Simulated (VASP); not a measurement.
Given:

```
CELL_PARAMETERS angstrom
      1.32572    -2.29622     0.00000
      1.32572     2.29622     0.00000
      0.00000     0.00000     4.63831
ATOMIC_POSITIONS crystal
  Zn 0.33333 0.66667 0.25000
  Zn 0.66667 0.33333 0.75000
```

Computed with TPSS meta-GGA, VASP's PBE PAW potentials (set 64) (plane waves; VASP 6.6.1). Settings: 520 eV cut-off, 18×18×9 Γ-centred mesh, tetrahedra with Blöchl corrections, potentials Zn.

Task: Give the energies of bands 11 to 15 at the high-symmetry points, in eV from the Fermi level.

Result: 
| band | Γ | M | K | A | L | H |
|---|---|---|---|---|---|---|
| 11 | -7.45 | -3.35 | -0.42 | -7.56 | -2.24 | 0.58 |
| 12 | -3.77 | -2.57 | -0.42 | -7.56 | -2.24 | 0.58 |
| 13 | -2.31 | 3.23 | -0.36 | 6.01 | 0.01 | 1.60 |
| 14 | 16.45 | 3.59 | 5.52 | 6.01 | 0.01 | 1.60 |
| 15 | 17.19 | 4.91 | 6.34 | 18.72 | 11.51 | 2.10 |

It has no gap at this level: it comes out as a metal or semimetal.

The compound is Zn in the hcp structure. It was relaxed first, which changed the volume by -7 %.
